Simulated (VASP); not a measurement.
Consider the following.

```
CELL_PARAMETERS angstrom
      3.92453     0.00000     0.00000
      0.00000     3.92453     0.00000
      0.00000     0.00000     3.92453
ATOMIC_POSITIONS crystal
  Ti 0.00000 0.00000 0.00000
  Pt 0.50000 0.50000 0.00000
  Pt 0.00000 0.50000 0.50000
  Pt 0.50000 0.00000 0.50000
```

Computed with PBE GGA, VASP's PBE PAW potentials (set 64) (plane waves; VASP). Run with 300 eV cut-off, 6×6×6 Γ-centred mesh, Gaussian smearing of 0.10 eV, potentials Ti_sv Pt.

At this cut-off the stress carries a Pulay error, which pulls relaxed volumes low.

The ions, cell shape and volume are relaxed. Predict the relaxed structure.

```
CELL_PARAMETERS angstrom
      3.94360     0.00000     0.00000
      0.00000     3.94360     0.00000
      0.00000     0.00000     3.94360
ATOMIC_POSITIONS crystal
  Ti 0.00000 0.00000 0.00000
  Pt 0.50000 0.50000 0.00000
  Pt 0.00000 0.50000 0.50000
  Pt 0.50000 0.00000 0.50000
```
Space group Pm-3m (221), at a tolerance of 0.03 Å.

How do energy and volume change from the first to the last step?

The energy (σ→0) changes by -2.4 meV/atom and the volume by +1.5 %, in 3 ionic steps.

The structure comes from a computed database's TiPt3 entry; how it stands against other phases isn't given here. This run relaxes it. Symmetry was kept, so distortions that lower it aren't found. The run is one of a series of settings (EDIFFG = -0.01, IBRION = 2, ISIF = 3, NSW = 50 against the base run), some of them coarse on purpose.
